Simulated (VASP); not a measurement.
Calculation: SCAN meta-GGA, VASP's PBE PAW potentials (set 64) (plane waves; VASP 6.6.1).

VASP ran on this input.

**INCAR**
```
NELM=100   ! most electronic steps
EDIFF=1E-6
SIGMA=0.1   ! width (eV)
NSW=60   ! most ionic steps
ISIF=3   ! ions, shape and volume
LREAL=.FALSE.   ! projection in real space or not
IBRION=2   ! conjugate gradients
METAGGA=SCAN
LASPH=.TRUE.   ! aspherical one-centre terms
ALGO=Normal   ! blocked Davidson
SYSTEM=Ir
ENCUT=520
LWAVE=.FALSE.
LMIXTAU=.TRUE.
EDIFFG=-0.01
LCHARG=.FALSE.
PREC=Accurate
LMAXMIX=6   ! l cut-off of mixed one-centre charges
ISMEAR=1   ! Methfessel-Paxton
```

File POSCAR:
```
Ir
1
    0.0000000000     1.8936329727     1.8936329727
    1.8936329727     0.0000000000     1.8936329727
    1.8936329727     1.8936329727     0.0000000000
Ir
1
Direct
  0.0000000000   0.0000000000   0.0000000000
```

File KPOINTS:
```
Automatic mesh
0
Gamma
 15 15 15
```

POTCAR, in this order: Ir (PBE.64 set). Program: vasp_std.

### Question
What will the output report for the number of irreducible k-points (NKPTS), largest plane-wave count, number of space-group operations, FFT grid (NGX, NGY, NGZ)?

### Answer

```yaml
number of irreducible k-points (NKPTS): 120
largest_plane_wave_count: 376
number_of_space_group_operations: 48
FFT grid (NGX, NGY, NGZ): 20 × 20 × 20
```

The compound is Ir in the fcc structure. It was relaxed first. The start is the result of an earlier pass.
